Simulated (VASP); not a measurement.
VASP ran on this input.

**INCAR**
```
SYSTEM = Sn
PREC = Accurate
ENCUT = 520
EDIFF = 1E-7
NELM = 100
ALGO = Normal
LREAL = .FALSE.
LASPH = .TRUE.
ISMEAR = 1
SIGMA = 0.1
GGA = MK
PARAM1 = 0.1234568
PARAM2 = 0.7114
ZAB_VDW = -1.8867
LUSE_VDW = .TRUE.
AGGAC = 0.0
LMAXMIX = 4
LWAVE = .FALSE.
LCHARG = .FALSE.
ISIF = 4
IBRION = 2
NSW = 30
EDIFFG = -0.01
```

### KPOINTS
```
Automatic mesh
0
Gamma
13 13 13
0 0 0
```

File POSCAR:
```
Sn
1.0
 -2.9477378518   2.9477378518   1.6052223339
  2.9477378518  -2.9477378518   1.6052223339
  2.9477378518   2.9477378518  -1.6052223339
Sn
2
Cartesian
  2.9477378518   0.0000000000   0.8026111670
  0.0000000000   0.0000000000   0.0000000000
```

POTCAR, in this order: Sn_d (PBE.64 set). Program: vasp_std.

Problem. Translate this rev-vdW-DF2 calculation to Quantum ESPRESSO's pw.x.

Solution. One equivalent input (not run):
```
&CONTROL
  calculation = 'vc-relax'
  pseudo_dir = './pseudo'
  outdir = './out'
  tprnfor = .true.
  tstress = .true.
  nstep = 30
  forc_conv_thr = 0.00039
/
&SYSTEM
  ibrav = 0
  nat = 2
  ntyp = 1
  ecutwfc = 72
  occupations = 'smearing'
  smearing = 'methfessel-paxton'
  degauss = 0.00735
  input_dft = 'vdw-df2-b86r'
/
&ELECTRONS
  conv_thr = 7.3e-09
  electron_maxstep = 100
/
&IONS
/
&CELL
  cell_dofree = 'shape'
/
ATOMIC_SPECIES
  Sn 118.710 Sn.upf
CELL_PARAMETERS angstrom
    -2.9477379    2.9477379    1.6052223
     2.9477379   -2.9477379    1.6052223
     2.9477379    2.9477379   -1.6052223
ATOMIC_POSITIONS crystal
  Sn   0.2500000  0.7500000  0.5000000
  Sn   0.0000000  0.0000000  0.0000000
K_POINTS automatic
  13 13 13 0 0 0
```
The two are equivalent in intent, not identical: the potentials are each code's own (VASP's PAW set, PseudoDojo norm-conserving files in pw.x), so ENCUT and ecutwfc are chosen apart and not converted; conv_thr bounds pw.x's estimated SCF error, while EDIFF bounds the energy change between steps; forc_conv_thr acts on force components and is met together with etot_conv_thr.

The compound is Sn in the beta structure. It was relaxed first.
